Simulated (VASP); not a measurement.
Data:

```
CELL_PARAMETERS angstrom
      0.00000     3.24916     3.24916
      3.24916     0.00000     3.24916
      3.24916     3.24916     0.00000
ATOMIC_POSITIONS crystal
  Te 0.50000 0.50000 0.50000
  Pb 0.00000 0.00000 0.00000
```

Calculation: r2SCAN+rVV10, VASP's PBE PAW potentials (set 64) (plane waves; VASP). Run with 520 eV cut-off, 8×8×8 Γ-centred mesh, tetrahedra with Blöchl corrections, potentials Te Pb_d.

Unless said otherwise, spin-orbit coupling is left out, though it shifts the bands of the heavy elements here.

Give the energies of bands 7 to 13 at the high-symmetry points, in eV from the valence-band maximum.

| band | Γ | X | U | L | W |
|---|---|---|---|---|---|
| 7 | -5.66 | -7.46 | -8.16 | -8.80 | -8.18 |
| 8 | -1.43 | -4.57 | -4.19 | -0.96 | -3.85 |
| 9 | -1.43 | -2.87 | -2.36 | -0.96 | -3.85 |
| 10 | -1.43 | -2.87 | -2.10 | 0.00 | -0.41 |
| 11 | 4.33 | 3.60 | 3.84 | 1.03 | 1.90 |
| 12 | 4.33 | 5.77 | 3.99 | 1.45 | 5.54 |
| 13 | 4.33 | 5.77 | 5.47 | 1.45 | 5.54 |

The gap is direct, 1.03 eV, from the valence maximum at L to the conduction minimum at L.

The compound is PbTe in the rock salt structure. It was relaxed first.
